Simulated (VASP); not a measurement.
Here is the system:

```xyz
2
Lattice="0.0000 3.3155 3.3155 3.3155 0.0000 3.3155 3.3155 3.3155 0.0000" Properties=species:S:1:pos:R:3 pbc="T T T"
Te     3.3155     3.3155     3.3155
Pb     0.0000     0.0000     0.0000
```

Method: revTPSS meta-GGA, VASP's PBE PAW potentials (set 64) (plane waves; VASP). Run with 520 eV cut-off, 7×7×7 Γ-centred mesh, Gaussian smearing of 0.050 eV, potentials Te Pb_d.

Task: Estimate the energy per atom (σ→0), pressure.

Result: 
* **energy per atom (σ→0)**: 2686.0 kJ/mol-atom
* **pressure**: -2.10 GPa

The absolute energy has meaning only against runs of the same code, potentials and settings.

The compound is PbTe in the rock salt structure. This cell is one point of a volume scan, at 1.06 of the reference volume.
